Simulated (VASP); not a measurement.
Calculation: PBEsol GGA, VASP's PBE PAW potentials (set 64) (plane waves; VASP 6.6.1).

VASP input:

INCAR:
```
ALGO = Normal
EDIFF = 1E-6
ENCUT = 300
GGA = PS
ISIF = 2
ISMEAR = 0
LASPH = .TRUE.
LCHARG = .FALSE.
LMAXMIX = 6
LREAL = .FALSE.
LWAVE = .FALSE.
NBANDS = 54
NELM = 100
PREC = Accurate
SIGMA = 0.136
SYSTEM = Pt3Ti
```

### KPOINTS_OPT
```
k-points along high-symmetry lines
20
Line-mode
Reciprocal
  0.000000  -0.500000   0.000000 ! Y
  0.000000   0.000000   0.000000 ! GAMMA

  0.000000   0.000000   0.000000 ! GAMMA
 -0.500000   0.000000   0.000000 ! Z

  0.000000   0.000000   0.000000 ! GAMMA
 -0.500000  -0.500000   0.000000 ! T
```

File POSCAR:
```
Pt3Ti
1
    3.9200000000     0.0000000000     0.0000000000
    0.0000000000     5.5437170000     0.0000000000
    0.0000000000     0.0000000000    20.1578000000
Ti Pt
2 6
Direct
 -0.0211390000   0.6038660000   0.4690280000
  0.0045160000   0.1403060000   0.6003630000
  0.5175980000   0.3857190000   0.3970140000
  0.0068690000   0.1237950000   0.4660280000
  0.4670800000   0.8728760000   0.3941970000
  0.5314570000   0.8925030000   0.5351310000
 -0.0083200000   0.6116020000   0.5997080000
  0.5019400000   0.3693330000   0.5385230000
```

File KPOINTS:
```
kpoints
0
G
5 3 1
```

POTCAR, in this order: Ti_sv Pt (PBE.64 set). Program: vasp_std.

What VASP printed:

### OUTCAR
```
 ion  position               nearest neighbor table
   1  0.979  0.604  0.469-   3 2.62   7 2.64   4 2.66   8 2.67   6 2.72   8 2.80   3 2.83   5 2.86
                             4 2.89   5 2.92   6 3.00
   2  0.005  0.140  0.600-   7 2.61   8 2.64   8 2.65   6 2.66   4 2.71   6 2.81   7 2.93
   3  0.518  0.386  0.397-   1 2.62   5 2.71   4 2.78   1 2.83   4 2.84   5 2.85   8 2.85
   4  0.007  0.124  0.466-   6 2.66   1 2.66   5 2.70   2 2.71   3 2.78   8 2.78   6 2.80   8 2.81
                             3 2.84   1 2.89   5 2.92
   5  0.467  0.873  0.394-   4 2.70   3 2.71   3 2.85   6 2.85   1 2.86   4 2.92   1 2.92
   6  0.531  0.893  0.535-   8 2.65   2 2.66   4 2.66   7 2.72   1 2.72   4 2.80   2 2.81   5 2.85
                             8 2.90   7 2.93   1 3.00
   7  0.992  0.612  0.600-   2 2.61   1 2.64   8 2.65   8 2.71   6 2.72   2 2.93   6 2.93
   8  0.502  0.369  0.539-   2 2.64   6 2.65   7 2.65   2 2.65   1 2.67   7 2.71   4 2.78   1 2.80
                             4 2.81   3 2.85   6 2.90
  LATTYP: Found a simple orthorhombic cell.
 ALAT       =     3.9200000000
 B/A-ratio  =     1.4142135204
 C/A-ratio  =     5.1422959184
 Subroutine PRICEL returns:
 Original cell was already a primitive cell.
 Subroutine GETGRP returns: Found  1 space group operations
The static configuration has the point symmetry C_1 .
The dynamic configuration has the point symmetry C_1 .
 Subroutine INISYM returns: Found  1 space group operations
 Subroutine IBZKPT returns following result:
 Found      8 irreducible k-points:

 Following reciprocal coordinates:
            Coordinates               Weight
  0.000000  0.000000  0.000000      1.000000
  0.200000  0.000000  0.000000      2.000000
  0.400000  0.000000  0.000000      2.000000
  0.000000  0.333333  0.000000      2.000000
  0.200000  0.333333  0.000000      2.000000
  0.200000 -0.333333  0.000000      2.000000
  0.400000  0.333333  0.000000      2.000000
  0.400000 -0.333333  0.000000      2.000000
   k-points           NKPTS =      8   k-points in BZ     NKDIM =      8   number of bands    NBANDS=     54
   number of dos      NEDOS =    301   number of ions     NIONS =      8
   total plane-waves  NPLWV =  92160
   dimension x,y,z NGX =    24 NGY =   32 NGZ =  120
   dimension x,y,z NGXF=    48 NGYF=   64 NGZF=  240
   ions per type =               2   6
   PREC   = accura    normal or accurate (medium, high low for compatibility)
   ISTART =      0    job   : 0-new  1-cont  2-samecut
   ICHARG =      2    charge: 1-file 2-atom 10-const
   ISPIN  =      1    spin polarized calculation?
   LNONCOLLINEAR =      F non collinear calculations
   LSORBIT =      F    spin-orbit coupling
   INIWAV =      1    electr: 0-lowe 1-rand  2-diag
   ENCUT  =  300.0 eV  22.05 Ry    4.70 a.u.   5.54  7.83 28.47*2*pi/ulx,y,z
   NELM   =    100;   NELMIN=  2; NELMDL= -5     # of ELM steps
   EDIFF  = 0.1E-05   stopping-criterion for ELM
   LREAL  =      F    real-space projection
   NLSPLINE    = F    spline interpolate recip. space projectors
   LMAXMIX     =    6 max onsite mixed and CHGCAR
   VOSKOWN=      0    Vosko Wilk Nusair interpolation
   EDIFFG = 0.1E-04   stopping-criterion for IOM
   NSW    =      0    number of steps for IOM
   NBLOCK =      1;   KBLOCK =      1    inner block; outer block
   IBRION =     -1    ionic relax: 0-MD 1-quasi-New 2-CG
   NFREE  =      0    steps in history (QN), initial steepest desc. (CG)
   ISIF   =      2    stress and relaxation
   ISYM   =      2    0-nonsym 1-usesym 2-fastsym
   TEIN   =    0.0    initial temperature
   TEBEG  =    0.0;   TEEND  =   0.0 temperature during run
   SMASS  =  -3.00    Nose mass-parameter (am)
   PSTRESS=    0.0 pullay stress
   NELECT =      84.0000    total number of electrons
   EFERMI =   0.00;   METHOD = LEGACY
   ISMEAR =     0;   SIGMA  =   0.14  broadening in eV -4-tet -1-fermi 0-gaus
   IALGO  =     38    algorithm
   LDIAG  =      T    sub-space diagonalisation (order eigenvalues)
   IMIX   =      4    mixing-type and parameters
     AMIX     =   0.40;   BMIX     =  1.00
     AMIX_MAG =   1.60;   BMIX_MAG =  1.00
...
```

**OSZICAR**
```
       N       E                     dE             d eps       ncg     rms          rms(c)
DAV:   1     0.566087633868E+03    0.56609E+03   -0.29428E+04   984   0.906E+02
DAV:   2    -0.962812504092E+00   -0.56705E+03   -0.53940E+03  1064   0.276E+02
DAV:   3    -0.590377791515E+02   -0.58075E+02   -0.56350E+02  1282   0.847E+01
DAV:   4    -0.648311436206E+02   -0.57934E+01   -0.57583E+01  1312   0.223E+01
DAV:   5    -0.653888687564E+02   -0.55773E+00   -0.55763E+00  1222   0.480E+00    0.267E+01
DAV:   6    -0.667125149201E+02   -0.13236E+01   -0.57504E+01  1288   0.351E+01    0.378E+01
DAV:   7    -0.646444801929E+02    0.20680E+01   -0.13172E+02  1270   0.738E+01    0.165E+01
DAV:   8    -0.638690019735E+02    0.77548E+00   -0.33649E+01  1104   0.301E+01    0.156E+01
DAV:   9    -0.610629429826E+02    0.28061E+01   -0.43831E+00  1138   0.160E+01    0.105E+01
DAV:  10    -0.590580611585E+02    0.20049E+01   -0.28634E+00  1266   0.931E+00    0.654E+00
DAV:  11    -0.583559095031E+02    0.70215E+00   -0.71283E-01  1346   0.633E+00    0.443E+00
DAV:  12    -0.582045020954E+02    0.15141E+00   -0.10769E-01  1170   0.163E+00    0.373E+00
DAV:  13    -0.580357087162E+02    0.16879E+00   -0.13066E-01  1372   0.196E+00    0.255E+00
DAV:  14    -0.579366420827E+02    0.99067E-01   -0.23351E-01  1298   0.254E+00    0.109E+00
DAV:  15    -0.579741850524E+02   -0.37543E-01   -0.40206E-01  1282   0.259E+00    0.230E+00
DAV:  16    -0.579301794651E+02    0.44006E-01   -0.10441E-01  1118   0.125E+00    0.854E-01
DAV:  17    -0.579309783503E+02   -0.79889E-03   -0.50694E-03  1134   0.403E-01    0.784E-01
DAV:  18    -0.579264204722E+02    0.45579E-02   -0.14529E-02  1314   0.490E-01    0.220E-01
DAV:  19    -0.579272251386E+02   -0.80467E-03   -0.71241E-03  1362   0.340E-01    0.194E-01
DAV:  20    -0.579272550639E+02   -0.29925E-04   -0.26118E-03  1178   0.210E-01    0.733E-02
DAV:  21    -0.579281524974E+02   -0.89743E-03   -0.16311E-03  1328   0.139E-01    0.240E-01
DAV:  22    -0.579277583190E+02    0.39418E-03   -0.31833E-03  1262   0.214E-01    0.483E-02
DAV:  23    -0.579279338409E+02   -0.17552E-03   -0.83179E-05  1028   0.386E-02    0.683E-02
DAV:  24    -0.579280458443E+02   -0.11200E-03   -0.29446E-04  1190   0.674E-02    0.183E-02
DAV:  25    -0.579281116643E+02   -0.65820E-04   -0.46293E-05  1114   0.292E-02    0.165E-02
DAV:  26    -0.579281699874E+02   -0.58323E-04   -0.76977E-05  1176   0.338E-02    0.254E-02
DAV:  27    -0.579281925718E+02   -0.22584E-04   -0.21952E-05   916   0.178E-02    0.705E-03
DAV:  28    -0.579282098992E+02   -0.17327E-04   -0.39710E-06   702   0.751E-03    0.235E-03
DAV:  29    -0.579282498591E+02   -0.39960E-04   -0.47666E-06   758   0.706E-03    0.526E-03
DAV:  30    -0.579282600945E+02   -0.10235E-04   -0.13242E-06   660   0.428E-03    0.188E-03
DAV:  31    -0.579282751311E+02   -0.15037E-04   -0.14752E-06   634   0.267E-03    0.167E-03
DAV:  32    -0.579282801608E+02   -0.50298E-05   -0.29976E-07   638   0.164E-03    0.104E-03
DAV:  33    -0.579282822333E+02   -0.20725E-05   -0.12570E-07   588   0.109E-03    0.108E-03
DAV:  34    -0.579282831837E+02   -0.95038E-06   -0.21362E-07   598   0.170E-03
   1 F= -.57928283E+02 E0= -.57890807E+02  d E =-.749531E-01
       N       E                     dE             ncg
       N       E                     dE             ncg
       N       E                     dE             ncg
       N       E                     dE             ncg
       N       E                     dE             ncg
       N       E                     dE             ncg
       N       E                     dE             ncg
       N       E                     dE             ncg
```

File OUTCAR:
```
------------------------ aborting loop because EDIFF is reached ----------------------------------------
  FORCE on cell =-STRESS in cart. coord.  units (eV):
  Direction    XX          YY          ZZ          XY          YZ          ZX
  --------------------------------------------------------------------------------------
  Total      -10.4215515    -11.4427812     -8.7646776     -0.2686427     -0.3450465     -0.2412690
  in kB      -38.1164734    -41.8515863    -32.0565128     -0.9825514     -1.2619961     -0.8824332
  external PRESSURE =     -37.3415242 kB  Pullay stress =       0.0000000 kB
  volume of cell :      438.06
      direct lattice vectors                 reciprocal lattice vectors
     3.920000000  0.000000000  0.000000000     0.255102041  0.000000000  0.000000000
     0.000000000  5.543717000  0.000000000     0.000000000  0.180384388  0.000000000
     0.000000000  0.000000000 20.157800000     0.000000000  0.000000000  0.049608588
 POSITION                                       TOTAL-FORCE (eV/Angst)
 -----------------------------------------------------------------------------------
      3.83714      3.34766      9.45457         0.411259      0.703183     -1.272889
      0.01770      0.77782     12.10200        -0.043130     -0.303105     -1.901931
      2.02898      2.13832      8.00293        -0.378834      0.219511      0.962272
      0.02693      0.68628      9.39410         0.156775      0.206185     -0.137956
      1.83095      4.83898      7.94614         0.412041     -0.451762      1.297567
      2.08331      4.94778     10.78706        -0.825557     -0.934031      1.173959
      3.88739      3.39055     12.08879         0.553793      0.462295     -0.968154
      1.96760      2.04748     10.85544        -0.286348      0.097723      0.847131
 -----------------------------------------------------------------------------------
    total drift:                                0.001214     -0.000752     -0.000455
  FREE ENERGIE OF THE ION-ELECTRON SYSTEM (eV)
  ---------------------------------------------------
  free  energy   TOTEN  =       -57.9282831837 eV

  energy  without entropy=      -57.8533300954  energy(sigma->0) =      -57.89080664
```
(Selected blocks of OUTCAR.)

At this cut-off the stress carries a Pulay error, which pulls relaxed volumes low. The cell holds a wide vacuum, so values per volume refer to the whole cell.

The cell is a sheet with vacuum, built from a generated structure.
